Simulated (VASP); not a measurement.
VASP input:

POSCAR:
```
GeRh
1
    3.0480010000     0.0000000000     0.0000000000
    0.0000000000     3.0480010000     0.0000000000
    0.0000000000     0.0000000000     3.0480010000
Rh Ge
1 1
Direct
  0.0000000000   0.0000000000   0.0000000000
  0.5000000000   0.5000000000   0.5000000000
```

### KPOINTS
```
Automatic mesh
0
Gamma
11 11 11
0 0 0
```

**INCAR**
```
ALGO  =  VeryFast
EDIFF  =  1E-6
ENCUT  =  400
GGA  =  PE
ISIF  =  2
ISMEAR  =  1
LASPH  =  .True.
LCHARG  =  .False.
LMAXMIX  =  4
LREAL  =  .False.
LWAVE  =  .False.
NELM  =  100
PREC  =  Accurate
SIGMA  =  0.1
SYSTEM  =  GeRh
```

POTCAR, in this order: Rh_pv Ge_d (PBE.64 set). Program: vasp_std.

Problem. Translate this PBE calculation to Ansatz.

Solution. One equivalent input (not run):
Ansatz 0.2 input:
```yaml
crystal:
  lattice:
    - [3.0480010, 0.0000000, 0.0000000]
    - [0.0000000, 3.0480010, 0.0000000]
    - [0.0000000, 0.0000000, 3.0480010]
  atoms:
    - { symbol: Rh, position: [0.0000000, 0.0000000, 0.0000000] }
    - { symbol: Ge, position: [0.5000000, 0.5000000, 0.5000000] }
kpoints:
  mp_grid: { grid: [11, 11, 11] }
hamiltonian:
  xc: pbe
  pseudopotentials: { kind: paw }
scf:
  occupations: { method: methfessel_paxton, width: 0.1 }
  max_iter: 100
output: { forces: true, stress: true, eigenvalues: true }
```
The two are equivalent in intent, not identical: each code has its own PAW files, so the cut-off isn't converted (ENCUT is set for VASP's; basis.ecutwfc is left out, and Ansatz then takes the one that its files recommend); Ansatz stops its SCF on the density residual and VASP on the energy change (EDIFF).

The structure was generated: GeRh was put into the CsCl type (Pm-3m), which need not be its known phase. The cell was not relaxed at this level. The run is one of a series of settings (ALGO = VeryFast against the base run), some of them coarse on purpose.
